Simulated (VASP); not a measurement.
Output of a VASP run:

**OSZICAR**
```
       N       E                     dE             d eps       ncg     rms          rms(c)
DAV:   1     0.899389808538E+00    0.89939E+00   -0.32282E+03   800   0.754E+02
DAV:   2    -0.196434329323E+02   -0.20543E+02   -0.20211E+02  1112   0.834E+01
DAV:   3    -0.202617651774E+02   -0.61833E+00   -0.61833E+00  1048   0.204E+01
DAV:   4    -0.202628485503E+02   -0.10834E-02   -0.10834E-02  1104   0.876E-01
DAV:   5    -0.202628511366E+02   -0.25864E-05   -0.25864E-05  1016   0.319E-02    0.654E+00
DAV:   6    -0.192619951183E+02    0.10009E+01   -0.81329E-01   848   0.514E+00    0.333E+00
DAV:   7    -0.188948961517E+02    0.36710E+00   -0.10487E+00   856   0.610E+00    0.454E-01
DAV:   8    -0.188967419212E+02   -0.18458E-02   -0.11321E-02   936   0.816E-01    0.111E-01
DAV:   9    -0.188963243886E+02    0.41753E-03   -0.10332E-03  1040   0.187E-01    0.124E-02
DAV:  10    -0.188963248482E+02   -0.45958E-06   -0.18023E-05   976   0.345E-02    0.715E-03
DAV:  11    -0.188963246388E+02    0.20940E-06   -0.14805E-06   904   0.651E-03    0.728E-04
DAV:  12    -0.188963246260E+02    0.12807E-07   -0.37360E-08   592   0.152E-03
   1 F= -.18896325E+02 E0= -.18896325E+02  d E =0.000000E+00
```

File OUTCAR:
```
------------------------ aborting loop because EDIFF is reached ----------------------------------------
  FORCE on cell =-STRESS in cart. coord.  units (eV):
  Direction    XX          YY          ZZ          XY          YZ          ZX
  --------------------------------------------------------------------------------------
  Total       -0.0103324     -0.0103324      0.0108335      0.0000000      0.0000000      0.0000000
  in kB       -0.2864828     -0.2864828      0.3003785      0.0000000      0.0000000      0.0000000
  external PRESSURE =      -0.0908624 kB  Pullay stress =       0.0000000 kB
  volume of cell :       57.78
      direct lattice vectors                 reciprocal lattice vectors
     4.413815989  0.000000000  0.000000000     0.226561325  0.000000000  0.000000000
     0.000000000  4.413815989  0.000000000     0.000000000  0.226561325  0.000000000
     0.000000000  0.000000000  2.966081680     0.000000000  0.000000000  0.337145132
 POSITION                                       TOTAL-FORCE (eV/Angst)
 -----------------------------------------------------------------------------------
      0.00000      0.00000      0.00000         0.000000      0.000000     -0.000000
      2.20691      2.20691      1.48304         0.000000      0.000000     -0.000000
      1.34156      1.34156      0.00000         0.010365      0.010365      0.000000
      3.54847      0.86535      1.48304         0.010365     -0.010365     -0.000000
      0.86535      3.54847      1.48304        -0.010365      0.010365      0.000000
      3.07225      3.07225      0.00000        -0.010365     -0.010365     -0.000000
 -----------------------------------------------------------------------------------
    total drift:                                0.000000     -0.000000     -0.000000
  FREE ENERGIE OF THE ION-ELECTRON SYSTEM (eV)
  ---------------------------------------------------
  free  energy   TOTEN  =       -18.8963246260 eV

  energy  without entropy=      -18.8963246260  energy(sigma->0) =      -18.89632463

 total charge

# of ion       s       p       d       tot
------------------------------------------
    1        0.166   0.171   0.044   0.381
    2        0.166   0.171   0.044   0.381
    3        0.559   0.003   0.000   0.562
    4        0.559   0.003   0.000   0.562
    5        0.559   0.003   0.000   0.562
    6        0.559   0.003   0.000   0.562
--------------------------------------------------
tot          2.567   0.352   0.089   3.008

 Electric field gradients after diagonalization (V/A^2)
 (convention: |V_zz| > |V_xx| > |V_yy|)
----------------------------------------------------------------------
 ion       V_xx      V_yy      V_zz     asymmetry (V_yy - V_xx)/ V_zz
----------------------------------------------------------------------
   1      -5.540    -1.051     6.591       0.681
   2      -5.540    -1.051     6.591       0.681
   3       4.649     1.074    -5.722       0.625
   4       4.649     1.074    -5.722       0.625
   5       4.649     1.074    -5.722       0.625
   6       4.649     1.074    -5.722       0.625
```
(Selected blocks of OUTCAR.)

POSCAR:
```
MgH2
1
    4.4138159887    -0.0000000000     0.0000000000
    0.0000000000     4.4138159887     0.0000000000
    0.0000000000     0.0000000000     2.9660816802
Mg H
2 4
Direct
  0.0000000000   0.0000000000   0.0000000000
  0.5000000000   0.5000000000   0.5000000000
  0.3039460035   0.3039460035   0.0000000000
  0.8039460035   0.1960539965   0.5000000000
  0.1960539965   0.8039460035   0.5000000000
  0.6960539965   0.6960539965   0.0000000000
```

Task: Write an INCAR and KPOINTS that could have produced this output.

Result: One answer among several that fit: the input of the run itself, LDA (Ceperley-Alder, Perdew-Zunger), plane waves, VASP's LDA PAW potentials (set 64).

**INCAR**
```
SYSTEM = MgH2
PREC = Accurate; ENCUT = 520; LREAL = .FALSE.
LASPH = .TRUE.
EDIFF = 1E-7; NELM = 100; ALGO = Normal
ISMEAR = -5
ISIF = 2
LWAVE = .FALSE.; LCHARG = .TRUE.; LORBIT = 11
NEDOS = 601
LEFG = .TRUE.
```

File KPOINTS:
```
K-points
0
gamma
6 6 8
0 0 0
```

POTCAR, in this order: Mg H (LDA.64 set). Program: vasp_std.

The compound is MgH2 in the rutile structure. It was relaxed first, which changed the volume by -6 %.
